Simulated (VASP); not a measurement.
Write the native input for VASP 6.6.1 that does the following.

| Item | Value |
| --- | --- |
| Task | relaxation of the atoms |
| Functional | PBEsol |
| Potentials or basis | VASP PAW PBE potentials, release 64 (Cu, Si, C) |
| Cutoff | 450 eV |
| k mesh | 2 × 3 × 3 |
| Occupations | gaussian, width 0.03 eV |
| Spin | collinear spin, ferromagnetic start |
| Starting moments | [3.0, 0.0, 0.0, 0.0, 0.0, 0.0, 0.0, 0.0, 0.0, 0.0, 0.0, 0.0, 0.0, 0.0, 0.0, 0.0, 0.0, 0.0, 0.0, 0.0, 0.0, 0.0, 0.0, 0.0] μB |
| Hubbard terms | Cu d U = 5 eV |
| Dq | 0 |
| Further INCAR settings | LREAL = Auto; ALGO = Normal; EDIFF = 1e-05; IBRION = 2; EDIFFG = -0.03; NSW = 40 |

The structure of CuSi11C12 (a cell with a defect) lies in POSCAR:

```
CuSi11C12
1.0
    0.0000000000      6.5370000000      6.5370000000
    4.3580000000      0.0000000000      4.3580000000
    4.3580000000      4.3580000000      0.0000000000
Cu Si C
1 11 12
Direct
    0.0000000000      0.0000000000      0.0000000000
    0.0000000000      0.0000000000      0.5000000000
    0.0000000000      0.5000000000      0.0000000000
    0.0000000000      0.5000000000      0.5000000000
    0.3333330000      0.0000000000      0.0000000000
    0.3333330000      0.0000000000      0.5000000000
    0.3333330000      0.5000000000      0.0000000000
    0.3333330000      0.5000000000      0.5000000000
    0.6666670000      0.0000000000      0.0000000000
    0.6666670000      0.0000000000      0.5000000000
    0.6666670000      0.5000000000      0.0000000000
    0.6666670000      0.5000000000      0.5000000000
    0.0833333333      0.1250000000      0.1250000000
    0.0833333333      0.1250000000      0.6250000000
    0.0833333333      0.6250000000      0.1250000000
    0.0833333333      0.6250000000      0.6250000000
    0.4166663333      0.1250000000      0.1250000000
    0.4166663333      0.1250000000      0.6250000000
    0.4166663333      0.6250000000      0.1250000000
    0.4166663333      0.6250000000      0.6250000000
    0.7500003333      0.1250000000      0.1250000000
    0.7500003333      0.1250000000      0.6250000000
    0.7500003333      0.6250000000      0.1250000000
    0.7500003333      0.6250000000      0.6250000000
```

The input as run:

INCAR

```
ALGO = Normal
EDIFF = 1E-5
EDIFFG = -0.03
ENCUT = 450
GGA = PS
IBRION = 2
ISIF = 2
ISMEAR = 0
ISPIN = 2
KPAR = 4
LASPH = T
LCHARG = F
LDAU = T
LDAUJ = 0 0 0
LDAUL = 2 -1 -1
LDAUPRINT = 1
LDAUTYPE = 2
LDAUU = 5 0 0
LMAXMIX = 4
LORBIT = 11
LREAL = Auto
LWAVE = F
MAGMOM = 3 0 0 0 0 0 0 0 0 0 0 0 0 0 0 0 0 0 0 0 0 0 0 0
NELM = 120
NSW = 40
PREC = Accurate
SIGMA = 0.03
```

KPOINTS

```
k-points
0
Gamma
  2 3 3
```

Potentials or basis: VASP PAW PBE potentials, release 64 (Cu, Si, C).

Command:

```bash
$ cat potpaw_PBE.64/Cu/POTCAR potpaw_PBE.64/Si/POTCAR potpaw_PBE.64/C/POTCAR > POTCAR
$ mpirun -np 4 vasp_std > vasp.out
```

It gave:

| Item | Value |
| --- | --- |
| Energy gained by relaxing | 15.1 meV/atom |
| Ionic steps | 10 |
| Largest force after relaxing | 0.023 eV/Å |
| Band gap on the k mesh | none (metal or under the smearing width) |
| Net moment | 0.00 μB per cell |
| Valence electrons inside the program's atomic spheres | Cu 10.27; Si 1.70, 1.69, 1.68; C 2.46, 2.47, 2.54, 2.52, 2.53, 2.49 |

Caveat: the k mesh is coarse (spacing up to 0.42 Å⁻¹), so the values aren't converged; the PAW data sets were made with another functional, which shifts forces and pressure a little; the U is typed as a test and isn't derived for this compound.

Wall time 26 min on 4 MPI ranks on Intel(R) Xeon(R) Platinum 8375C CPU @ 2.90GHz (Ice Lake), on a shared host, peak memory 0.62 GiB a rank.
